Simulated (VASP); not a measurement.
NaScSe2:

```xyz
4
Lattice="4.0247 0.0000 0.0000 0.0000 4.0247 0.0000 0.0000 0.0000 5.4624" Properties=species:S:1:pos:R:3 pbc="T T T"
Na    0.0000    0.0000    0.0000
Se    0.0000    0.0000    2.7312
Se    2.0124    2.0124    0.0000
Sc    2.0124    2.0124    2.7312
```

The cell was built by a generator and needn't be a form met in nature.

| Item | Value |
| --- | --- |
| Program | VASP 6.6.1 |
| Task | relaxation of cell and atoms |
| Functional | LDA |
| Potentials or basis | VASP PAW LDA potentials, release 64 (Na_pv, Se, Sc_sv) |
| Cutoff | 600 eV |
| k mesh | 6 × 6 × 4 |
| Occupations | fermi-dirac, width 0.02 eV |
| Spin | no spin polarisation |

At the start: pressure -4.5 GPa; volume 22.12 Å³/atom.

Q: How do energy, volume and symmetry change on relaxing?

A: Over 5 steps the energy falls by 25.4 meV/atom and the volume is 20.42 Å³/atom (-7.7 %); space group P4/mmm (No. 123, to 0.05 Å).

The path:
| step | energy change (eV) | largest force (eV/Å) | pressure (GPa) | volume (Å³) |
| --- | --- | --- | --- | --- |
| 1 | 0.0000 | 0.0000 | -4.52 | 88.48 |
| 2 | -0.0939 | 0.0000 | 1.10 | 80.72 |
| 3 | -0.0980 | 0.0000 | -0.04 | 81.97 |
| 4 | -0.1014 | 0.0000 | -0.01 | 81.75 |
| 5 | -0.1015 | 0.0000 | 0.01 | 81.70 |

Final structure:
```cif
data_structure
_symmetry_space_group_name_H-M 'P 1'
_symmetry_Int_Tables_number 1
_cell_length_a 3.9049
_cell_length_b 3.9049
_cell_length_c 5.3579
_cell_angle_alpha 90.000
_cell_angle_beta 90.000
_cell_angle_gamma 90.000
_cell_volume 81.70
loop_
_atom_site_label
_atom_site_type_symbol
_atom_site_fract_x
_atom_site_fract_y
_atom_site_fract_z
_atom_site_occupancy
Na1 Na 0.00000 0.00000 0.00000 1
Se1 Se 0.00000 0.00000 0.50000 1
Se2 Se 0.50000 0.50000 0.00000 1
Sc1 Sc 0.50000 0.50000 0.50000 1
```
